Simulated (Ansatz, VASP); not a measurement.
# Two plane-wave programs on ScB4

Contents of INCAR:

```
  ALGO = Normal
  EDIFF = 1E-7
  ENCUT = 520
  GGA = PE
  ISIF = 2
  ISMEAR = 0
  LASPH = True
  LCHARG = False
  LREAL = False
  LWAVE = False
  NBANDS = 20
  NELM = 100
  PREC = Accurate
  SIGMA = 0.1
```

The input KPOINTS:

```
k-points
0
Gamma
  4 4 10
```

Contents of POSCAR:

```
ScB4
1.0
    4.1769265100      0.0000000000      0.0000000000
    0.0000000000      4.1769265100      0.0000000000
    0.0000000000      0.0000000000      1.7306782100
Sc B
1 4
Direct
    0.0000000000      0.0000000000      0.5000000000
    0.2070418300      0.5000000000      0.0000000000
    0.7929581700      0.5000000000      0.0000000000
    0.5000000000      0.2070418300      0.0000000000
    0.5000000000      0.7929581700      0.0000000000
```

Input for Ansatz:

```yaml
crystal:
  lattice:
    - [4.17692651, 0.0, 0.0]
    - [0.0, 4.17692651, 0.0]
    - [0.0, 0.0, 1.73067821]
  atoms:
    - { symbol: Sc, position: [0.0, 0.0, 0.5] }
    - { symbol: B, position: [0.20704183, 0.5, 0.0] }
    - { symbol: B, position: [0.79295817, 0.5, 0.0] }
    - { symbol: B, position: [0.5, 0.20704183, 0.0] }
    - { symbol: B, position: [0.5, 0.79295817, 0.0] }
basis:
  ecutwfc: 420
kpoints:
  mp_grid: { grid: [4, 4, 10] }
hamiltonian:
  xc: pbe
scf:
  occupations: { method: gaussian, width: 0.1 }
  lower_state_search: "off"
output:
  forces: true
  stress: true
  eigenvalues: true
```

Alike in both runs: task single point; functional PBE; k mesh 4 × 4 × 10; occupations gaussian, width 0.1 eV; no spin polarisation.

```csv
,VASP,Ansatz
version,VASP 6.6.1,Ansatz 0.2.0
potentials or method,"VASP PAW PBE potentials, release 64 (Sc_sv, B)","scalar-relativistic, plane waves, PAW"
plane-wave cutoff (eV),520,420
valence electrons in the cell,23,23
```

|  | VASP | Ansatz | Ansatz less VASP |
| --- | --- | --- | --- |
| gap on the k mesh at the Fermi level (eV) | none | none | - |
| rms of the force components (eV/Å) | 0.387 | 0.402 | +0.0152 |

Atom by atom the forces differ by 0.015 eV/Å (rms over components). A gap of «none» marks a metal or a gap that the smearing closes.

Caveats: the k mesh is coarse (spacing up to 0.38 Å⁻¹), so the values aren't converged.
